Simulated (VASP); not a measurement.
Input for VASP

### INCAR
```
SYSTEM = VBiO4
PREC = Accurate; ENCUT = 400; LREAL = .FALSE.
LASPH = .TRUE.
EDIFF = 1E-6; NELM = 100; ALGO = Normal
LMAXMIX = 4
ISMEAR = 0; SIGMA = 0.01
GGA = PE
IBRION = 2; NSW = 50; ISIF = 2
EDIFFG = -0.03
LWAVE = .FALSE.; LCHARG = .FALSE.
```

### KPOINTS
```
Automatic mesh
0
Gamma
4 4 4
0.5 0.5 0.5
```

File POSCAR:
```
VBiO4
1
   -2.5677140000     2.5677140000     5.8111350000
    2.5677140000    -2.5677140000     5.8111350000
    2.5677140000     2.5677140000    -5.8111350000
V Bi O
2 2 8
Direct
  0.4920870000   0.4966040000  -0.0060070000
  0.2529240000   0.7485440000   0.5004090000
  0.0016400000  -0.0015510000   0.0003370000
  0.7449740000   0.2478660000   0.4928920000
  0.1716120000   0.5662070000   0.8941650000
  0.3154420000   0.9240920000   0.8940890000
  0.6733350000   0.2788550000   0.1097200000
  0.0284890000   0.4286210000   0.1109630000
  0.5839630000   0.6858000000   0.6125100000
  0.4398170000   0.3287560000   0.6094270000
  0.0809930000   0.9733240000   0.3946470000
  0.7147230000   0.8228810000   0.3868480000
```

POTCAR, in this order: V_sv Bi_d O (PBE.64 set). Program: vasp_std.

Translate this PBE calculation to Ansatz.

One equivalent input (not run):
Ansatz 0.2 input:
```yaml
crystal:
  lattice:
    - [-2.5677140, 2.5677140, 5.8111350]
    - [2.5677140, -2.5677140, 5.8111350]
    - [2.5677140, 2.5677140, -5.8111350]
  atoms:
    - { symbol: V, position: [0.4920870, 0.4966040, -0.0060070] }
    - { symbol: V, position: [0.2529240, 0.7485440, 0.5004090] }
    - { symbol: Bi, position: [0.0016400, -0.0015510, 0.0003370] }
    - { symbol: Bi, position: [0.7449740, 0.2478660, 0.4928920] }
    - { symbol: O, position: [0.1716120, 0.5662070, 0.8941650] }
    - { symbol: O, position: [0.3154420, 0.9240920, 0.8940890] }
    - { symbol: O, position: [0.6733350, 0.2788550, 0.1097200] }
    - { symbol: O, position: [0.0284890, 0.4286210, 0.1109630] }
    - { symbol: O, position: [0.5839630, 0.6858000, 0.6125100] }
    - { symbol: O, position: [0.4398170, 0.3287560, 0.6094270] }
    - { symbol: O, position: [0.0809930, 0.9733240, 0.3946470] }
    - { symbol: O, position: [0.7147230, 0.8228810, 0.3868480] }
kpoints:
  mp_grid: { grid: [4, 4, 4], shift: [0.5, 0.5, 0.5] }
hamiltonian:
  xc: pbe
  pseudopotentials: { kind: paw }
scf:
  occupations: { method: gaussian, width: 0.01 }
  max_iter: 100
relax:
  max_steps: 50
  f_tol: 0.03
output: { forces: true, stress: true, eigenvalues: true }
```
What does not carry over: each code has its own PAW files, so the cut-off isn't converted (ENCUT is set for VASP's; basis.ecutwfc is left out, and Ansatz then takes the one that its files recommend); Ansatz stops its SCF on the density residual and VASP on the energy change (EDIFF).

The structure comes from a computed database's VBiO4 entry; how it stands against other phases isn't given here. In the starting cell atoms are displaced from their ideal sites. This run relaxes the ions in a fixed cell. The k-mesh is coarse (spacing up to 0.43 per Å, 2π included), so the numbers may not be converged in it. The run is one of a series of settings (EDIFFG = -0.03, IBRION = 2, NSW = 50 against the base run), some of them coarse on purpose.
